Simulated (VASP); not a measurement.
A VASP calculation is set up with these files.

**INCAR**
```
SYSTEM = ZrC
PREC = Accurate; ENCUT = 620; LREAL = .FALSE.
LASPH = .TRUE.
EDIFF = 1E-6; NELM = 100; ALGO = Normal
LMAXMIX = 4
ISMEAR = 1; SIGMA = 0.1
GGA = PE
IBRION = 2; NSW = 40; ISIF = 3
EDIFFG = -0.02; PSTRESS = 300
LWAVE = .FALSE.; LCHARG = .FALSE.
```

**POSCAR**
```
ZrC
1
    0.0000000000     2.2952842812     2.2952842812
    2.2952842812     0.0000000000     2.2952842812
    2.2952842812     2.2952842812     0.0000000000
Zr C
1 1
Direct
  0.0000000000   0.0000000000   0.0000000000
  0.5000000000   0.5000000000   0.5000000000
```

### KPOINTS
```
Automatic mesh
0
Gamma
14 14 14
0 0 0
```

POTCAR, in this order: Zr_sv C (PBE.64 set). Program: vasp_std.

Question: Translate this PBE calculation to Ansatz.

Answer: One equivalent input (not run):
Ansatz 0.2 input:
```yaml
crystal:
  lattice:
    - [0.0000000, 2.2952843, 2.2952843]
    - [2.2952843, 0.0000000, 2.2952843]
    - [2.2952843, 2.2952843, 0.0000000]
  atoms:
    - { symbol: Zr, position: [0.0000000, 0.0000000, 0.0000000] }
    - { symbol: C, position: [0.5000000, 0.5000000, 0.5000000] }
kpoints:
  mp_grid: { grid: [14, 14, 14] }
hamiltonian:
  xc: pbe
  pseudopotentials: { kind: paw }
scf:
  occupations: { method: methfessel_paxton, width: 0.1 }
  max_iter: 100
relax:
  max_steps: 40
  f_tol: 0.02
  cell: { p_target: 30 }
output: { forces: true, stress: true, eigenvalues: true }
```
Limits of the translation: each code has its own PAW files, so the cut-off isn't converted (ENCUT is set for VASP's; basis.ecutwfc is left out, and Ansatz then takes the one that its files recommend); Ansatz stops its SCF on the density residual and VASP on the energy change (EDIFF).

The compound is ZrC in the rock salt structure. This run relaxes it under an external pressure of 30 GPa. Symmetry was kept, so distortions that lower it aren't found.
